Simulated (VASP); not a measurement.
## Ni3Te4 (space group C2/m): computed properties

Level of theory: PBEsol GGA, VASP's PBE PAW potentials (set 64) (plane waves; VASP).

```yaml
space_group: C2/m (12)
cell: a = 12.400 Å, b = 3.931 Å, c = 6.661 Å, α = 90.00°, β = 122.42°, γ = 90.00°
volume_per_atom: 19.58 Å³/atom
band gap (over mesh and band path): none (metal, semimetal or under 0.01 eV)
density: 8.32 g/cm³
```

Space group C2/m (No. 12); a = 12.3999 Å, b = 3.9315 Å, c = 6.6611 Å, α = γ = 90.00°, β = 122.42°

| atom | site | symmetry | x | y | z |
|---|---|---|---|---|---|
| Ni | 2a | 2/m | 0.0000 | 0.0000 | 0.0000 |
| Ni | 4i | m | 0.2522 | 0.0000 | 0.2408 |
| Te | 4i | m | 0.1225 | 0.0000 | 0.7793 |
| Te | 4i | m | 0.1291 | 0.5000 | 0.2944 |
(The calculation used a cell of 7 atoms; values per cell refer to that cell.)

Unless said otherwise, spin-orbit coupling is left out, though it shifts the bands of the heavy elements here.

The structure comes from a computed database's Ni3Te4 entry (C2/m); how it stands against other phases isn't given here. It was relaxed first. Symmetry was kept, so distortions that lower it aren't found. The run is not spin-polarised, so no magnetic state was tried.
